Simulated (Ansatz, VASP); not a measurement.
# HfTeSe in two plane-wave programs

One calculation is typed for both programs; each brings its own data sets. How far apart do they land? The cell is taken from a series of runs on this material, whose earlier steps may have relaxed, scaled, displaced or heated it; both programs get it as it stands.

Calculated with Ansatz 0.2.0; plane waves, with VASP 6.6.1 beside it; PBEsol.

## Step 1: Starting point

The cell holds 3 atoms: 1 Hf, 1 Se and 1 Te. Its edges and angles: a = 3.944 Å, b = 3.944 Å, c = 30.000 Å, α = 90.0°, β = 90.0°, γ = 120.0°. Vacuum lies along c.

## Step 2: Ansatz: zone-centre phonons, PBEsol

Ansatz runs on its PAW soft_1 files.

Second derivatives magnify differences that forces hide, and they need a tight electronic threshold.

input.yaml reads:

```yaml
crystal:
  lattice:
    - [3.9444029906, 0.0, 0.0]
    - [-1.9722014953, 3.4159531927, 0.0]
    - [0.0, 0.0, 30.0]
  atoms:
    - { symbol: Hf, position: [0.0, 0.0, 0.3365623805] }
    - { symbol: Se, position: [0.3333333333, 0.6666666667, 0.3833523907] }
    - { symbol: Te, position: [0.6666666667, 0.3333333333, 0.2767518955] }
  periodic: [true, true, false]
kpoints:
  mp_grid: { grid: [12, 12, 1] }
hamiltonian:
  xc: pbesol
  pseudopotentials: { kind: paw, azcp: { folder: soft_1 }, xc_functional: pbe }
scf:
  occupations: { method: methfessel_paxton, width: 0.2 }
output:
  eigenvalues: true
phonons:
  method: dfpt
```

Started as:

```sh
> ansatz run input.yaml --threads 4 --pin off --max-ram 16384MiB --backend cpu --events-out ev --progress --plain --runs-dir out
```

Numbers of over 12 decimals in the logs are rounded to 6 here.

Output:

```text
Engine: ansatz 0.2.0, x86_64-unknown-linux-gnu
Pseudopotentials: kind: paw
Pseudopotential: Hf, paw, valence charge 26, recommended cutoff 420 eV (normal), soft_1/Hf.paw.azcp
Pseudopotential: Se, paw, valence charge 16, recommended cutoff 420 eV (normal), soft_1/Se.paw.azcp
Pseudopotential: Te, paw, valence charge 16, recommended cutoff 420 eV (normal), soft_1/Te.paw.azcp
Functional definition: PBEsol
  exchange = pbesol_x
  correlation = pbesol_c
Crystal: 3 atoms, lattice volume = 404.217 Å³
Basis set: ecut = 420 eV, 7973 PW (Γ), exchange–correlation on 54×54×432 points (8 copies of the dense FFT grid, shifted against one another)
Bands: 35, of which v1, the nominal top of the filled ones, is band 29 counted from 1 (28 counted from 0)
Symmetry: 6 space group operations
k-points: 43 of 144 (irreducible under 2 space group operations, time reversal used)
Non-local potential: Hf, projectors of the file, l = 0: 3, l = 1: 2, l = 2: 2, l = 3: 3
Non-local potential: Se, projectors of the file, l = 0: 2, l = 1: 2, l = 2: 3, l = 3: 1
Non-local potential: Te, projectors of the file, l = 0: 2, l = 1: 2, l = 2: 2, l = 3: 1
PAW form: soft (Blöchl's): semilocal exchange-correlation on the pseudo side does not see the compensation charge
PAW frozen core: Hf, regenerated for the run's functional, and the local potential with it (the file was generated under x = pbe(κ = 0.804, μ = 0.219515), c = pbe(β = 0.066725))
PAW frozen core: Se, regenerated for the run's functional, and the local potential with it (the file was generated under x = pbe(κ = 0.804, μ = 0.219515), c = pbe(β = 0.066725))
PAW frozen core: Te, regenerated for the run's functional, and the local potential with it (the file was generated under x = pbe(κ = 0.804, μ = 0.219515), c = pbe(β = 0.066725))
PAW one-centre angular grid: Hf, 590 points (default); XC on 64 Gauss nodes
PAW one-centre angular grid: Se, 590 points (default); XC on 64 Gauss nodes
PAW one-centre angular grid: Te, 590 points (default); XC on 64 Gauss nodes
Initial density: superposition of atomic densities (neutral atoms: chi_scale 0, normalization atom)
Initial wavefunctions: pseudopotential atomic-orbital guess
Functional: x = pbesol(κ = 0.804, μ = 0.123457), c = pbesol(β = 0.046)
iter 1 solved again at ethr=2.92e-3 eV; its pass at ethr=3.10e-3 eV (dr2=1.69e0 eV) is discarded
SCF iter   1: F=—  HF=-27928.133860 eV  |F-HF|=—  |Δ(HF+E_count)|=         —  Δρ=1.63e-2  dr2=1.69e0  ethr=2.92e-3  ⟨swp⟩=1.0  Hψ=10240  notcnv=0
preconditioner: auto → Resta (q_TF=auto, 1.974 Å⁻¹)  ε∞=1.8  [insulator: Δε(μ)=0.706 eV  Ē_g=11.522 eV  σ=0.200 eV  W_gap=1.03  n_scr=60 (ndim 8)  ℏωp=10.1 eV  f_vac=0.764  D(μ)=-0.02/eV (n_scr^D=0)  ε∞_Penn≈1.8  vacuum switching on, ρ_ref=9.6e-3 e/Å³]
SCF iter   2: F=—  HF=-27927.717930 eV  |F-HF|=—  |Δ(HF+E_count)|=   4.16e-1  S|Δr|=    0.00e0  Δρ=7.10e-3  dr2=3.39e-1  ethr=2.92e-3  ⟨swp⟩=4.9  Hψ=3392  notcnv=0  defer=5
preconditioner: auto → LDOS  [insulator: Δε(μ)=0.349 eV  Ē_g=11.928 eV  σ=0.200 eV  W_gap=0.53  n_scr=60 (ndim 8)  ℏωp=10.1 eV  f_vac=0.767  D(μ)=0.47/eV (n_scr^D=4)  ε∞_Penn≈1.7  β→1.0]
SCF iter   3: F=—  HF=-27927.750454 eV  |F-HF|=—  |Δ(HF+E_count)|=   3.25e-2  S|Δr|=    0.00e0  Δρ=4.74e-3  dr2=5.81e-1  ethr=5.85e-4  ⟨swp⟩=4.9  Hψ=4557  notcnv=0  defer=17
SCF iter   4: F=—  HF=-27927.657622 eV  |F-HF|=—  |Δ(HF+E_count)|=   9.28e-2  S|Δr|=    0.00e0  Δρ=1.55e-3  dr2=6.52e-2  ethr=5.85e-4  ⟨swp⟩=3.9  Hψ=3463  notcnv=0  defer=47
SCF iter   5: F=—  HF=-27927.651657 eV  |F-HF|=—  |Δ(HF+E_count)|=   5.97e-3  S|Δr|=    0.00e0  Δρ=6.86e-4  dr2=3.38e-3  ethr=1.12e-4  ⟨swp⟩=2.5  Hψ=2061  notcnv=0  defer=47
SCF iter   6: F=—  HF=-27927.651343 eV  |F-HF|=—  |Δ(HF+E_count)|=   3.13e-4  S|Δr|=    0.00e0  Δρ=2.03e-4  dr2=9.39e-5  ethr=5.83e-6  ⟨swp⟩=3.0  Hψ=2379  notcnv=0  defer=47
SCF iter   7: F=—  HF=-27927.651416 eV  |F-HF|=—  |Δ(HF+E_count)|=   7.26e-5  S|Δr|=    0.00e0  Δρ=5.77e-5  dr2=8.57e-6  ethr=1.62e-7  ⟨swp⟩=3.4  Hψ=3285  notcnv=0  defer=47
SCF iter   8: F=—  HF=-27927.651411 eV  |F-HF|=—  |Δ(HF+E_count)|=   4.59e-6  S|Δr|=    0.00e0  Δρ=2.20e-5  dr2=1.44e-6  ethr=1.48e-8  ⟨swp⟩=2.9  Hψ=3125  notcnv=0  defer=47
SCF iter   9: F=—  HF=-27927.651491 eV  |F-HF|=—  |Δ(HF+E_count)|=   8.02e-5  S|Δr|=    0.00e0  Δρ=4.15e-6  dr2=6.48e-8  ethr=2.49e-9  ⟨swp⟩=4.0  Hψ=3642  notcnv=0  defer=47
SCF iter  10: F=—  HF=-27927.651491 eV  |F-HF|=—  |Δ(HF+E_count)|=   1.06e-7  S|Δr|=    0.00e0  Δρ=1.42e-6  dr2=5.09e-9  ethr=1.12e-10  ⟨swp⟩=3.0  Hψ=2942  notcnv=0  defer=47
SCF iter  11: F=—  HF=-27927.651492 eV  |F-HF|=—  |Δ(HF+E_count)|=   3.77e-8  S|Δr|=    0.00e0  Δρ=4.04e-7  dr2=4.20e-10  ethr=8.78e-12  ⟨swp⟩=3.4  Hψ=3104  notcnv=0  defer=47
SCF iter  12: F=—  HF=-27927.651492 eV  |F-HF|=—  |Δ(HF+E_count)|=   1.03e-8  S|Δr|=    0.00e0  Δρ=1.11e-7  dr2=1.53e-10  ethr=1.00e-12  ⟨swp⟩=3.3  Hψ=3130  notcnv=0  defer=47
SCF iter  13: F=—  HF=-27927.651492 eV  |F-HF|=—  |Δ(HF+E_count)|=  6.33e-10  S|Δr|=    0.00e0  Δρ=6.17e-8  dr2=1.54e-10  ethr=1.00e-12  ⟨swp⟩=2.3  Hψ=1789  notcnv=0  defer=47
SCF iter  14: F=-27927.651492 eV  HF=-27927.651492 eV  |F-HF|=3.64e-11  |Δ(HF+E_count)|=  1.82e-10  S|Δr|=    0.00e0  Δρ=2.09e-8  dr2=3.02e-12  ethr=1.00e-12  ⟨swp⟩=20.2  Hψ=11138  notcnv=0
SCF 1 converged in 14 iterations: F = -27927.651492 eV  dr2 = 3.02e-12
  greatest PAW one-centre occupation: 1.000 electrons in one spin orbital (limit 2), on the Se atom at site 1 (counted from 0), in its partial waves of l = 2
DFPT response loops at Γ: preconditioner auto → none (partly filled bands, converged f_vac=0.771); β = 0.50; Broyden in place of MSR1
SCF converged after 14 iterations
Stability not checked: this state was not tested for a lower state beside it, because cold or Methfessel-Paxton smearing, or corrected tetrahedra, fill the levels in a way that the test cannot read (fill_not_monotonic; see scf.lower_state_search)
Free energy (F): -27927.651492 eV
Harris-Foulkes:  -27927.651492 eV  (|F-HF|=3.64e-11)
Internal energy: -27927.652751 eV  (E = F + TS)
E sigma→0 (E₀):  -27927.651806 eV
Entropy (-TS):   0.001260 eV (0.420 meV/atom)
Fermi energy:    -4.846302 eV
Step filling:    the computed levels leave a gap of 0.1774 eV = 0.9 smearing widths at the electron count; against every level under it full and every level over it empty, smearing changes F+E_penalty+E_count by +1.005 meV and its σ→0 estimate by +0.690 meV
--- Per-component energies (eV) ---
  E_band       = -1704.220172
  E_kinetic    = 687.641374
  E_local      = -147626.252476  (includes V_loc(G=0)·N_el)
  E_nonlocal   = -217.161444
  E_hartree    = 73272.001638
  E_xc         = -468.718898
  E_vxc        = -444.284439  (∫ρ·V_xc dr)
  E_paw        = -14256.890742  (= ΣΔE_a)
  E_vpaw       = -648.166494  (= ΣTr[D̂ρ^β])
  E_aug_tail   = -0.000197  (compensation charges beyond the density's cutoff)
  E_ewald      = 60679.093674
  E_core_change = 2.634319  (= ΣΔE_core)
  E_smearing   = 0.001260  (= −TS)
  E_closure    = 0.000000  (closes the sum)
  Σ components = -27927.651492   (vs F -27927.651492, Δ=0.00e0)
--- Band table (eV; the first three rows and the last of 43) ---
  k-point 0: bands = [... 25 lower, -8.0217, -6.4117, -4.9184, -4.9184, -4.1432, -4.1432, -3.5615, -1.5609, ... 2 higher]
  k-point 1: bands = [... 25 lower, -7.9970, -6.2621, -5.6117, -5.2298, -4.0764, -3.8110, -3.2901, -1.4671 (-1.4671°), ... 2 higher]
  k-point 2: bands = [... 25 lower, -7.9386, -6.7310, -6.0132, -5.6697, -4.2234, -3.3347, -2.9509, -1.6879, ... 2 higher]
  k-point 42: bands = [... 25 lower, -8.3215, -7.6790, -7.3294, -6.7130, -3.6989, -3.1126, -2.6819, -1.4614, ... 2 higher]
  ° read free of the cell's end (the report's vacuum.weakly_bound_levels)
--- Phonons (Γ-DFPT): 6 representative perturbations + reference, on 43 of 144 k-points (Σ response iterations 26) ---
  k mesh reduced under 2 symmetry operations, with k and −k counted as one. Each operation leaves every solved perturbation unchanged. A smaller set is not used because it would not reduce the number of displacements times k-points to solve
  ASR residual: 7.011e-5 → 0.000e0 eV/Å²; symmetrization residual: 2.999e-5 eV/Å²
  ASR residual per site (eV/Å²): 1.07e-5 5.18e-5 7.01e-5
  Γ frequencies (cm⁻¹): 0.00 0.00 0.00 83.56 83.56 134.96 134.96 154.55 192.58
  non-analytic LO–TO correction: not included (Born effective charges unavailable; polar crystals: no LO–TO splitting at Γ)
```

(Continued in part 2 of 2.)

[Lines on the potential files, build, host, timing and source positions are cut from VASP's logs without a mark.]

[Logs are printed without paths, hosts, clocks, repeated set-up lines and the standing remarks that a program may print on its own settings, such as how far it seeks lower states.]

[Hosts, paths, dates, database ids (printed as entryN), source tags and the programs' standing remarks are cut or masked in the printed files.]
